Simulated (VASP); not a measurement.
A convergence study with VASP on KZnF3 (cubic perovskite): one setting is varied, all else stays as given below, so the limit is that of these other settings.

```
KZnF3
1.0
    4.05000     0.00000     0.00000
    0.00000     4.05000     0.00000
    0.00000     0.00000     4.05000
K Zn F
1 1 3
Direct
  0.00000   0.00000   0.00000
  0.50000   0.50000   0.50000
  0.50000   0.00000   0.50000
  0.00000   0.50000   0.50000
  0.50000   0.50000   0.00000
```

Computed with PBE GGA, VASP's PBE PAW potentials (set 64) (plane waves; VASP). The tightest run used: 700 eV cut-off, 10×10×10 Monkhorst-Pack mesh, Gaussian smearing of 0.050 eV, potentials K_sv Zn F.

Q: The settings run are 1×1×1 mesh; 2×2×2 mesh; 3×3×3 mesh; 4×4×4 mesh; 5×5×5 mesh; 6×6×6 mesh; 7×7×7 mesh; 8×8×8 mesh; 9×9×9 mesh; 10×10×10 mesh. From which on does the energy per atom stay within 0.01 eV/atom of the tightest run?

A: From 2×2×2 mesh on: it is off by 0.0070 there and by no more than 0.01 in any finer run, while 1×1×1 mesh is off by 0.3258.
| setting | E (eV/atom) | pressure (GPa) | irreducible k-points | difference judged (eV/atom) |
|---|---|---|---|---|
| 1×1×1 mesh | -3.7299 | 6.56 | 1 | 0.3258 |
| 2×2×2 mesh | -4.0487 | 4.86 | 1 | 0.0070 |
| 3×3×3 mesh | -4.0555 | 4.76 | 4 | 0.0001 |
| 4×4×4 mesh | -4.0557 | 4.77 | 4 | 0.0001 |
| 5×5×5 mesh | -4.0557 | 4.79 | 10 | 0.0000 |
| 6×6×6 mesh | -4.0557 | 4.79 | 10 | 0.0000 |
| 7×7×7 mesh | -4.0557 | 4.79 | 20 | 0.0000 |
| 8×8×8 mesh | -4.0557 | 4.79 | 20 | 0.0000 |
| 9×9×9 mesh | -4.0557 | 4.78 | 35 | 0.0000 |
| 10×10×10 mesh | -4.0557 | 4.83 | 35 | 0.0000 |

Left out are rungs that failed or repeat a setting and relaxations that didn't move; long series are thinned to 24 rows.

The compound is KZnF3 in the cubic perovskite structure. The cell was not relaxed at this level.
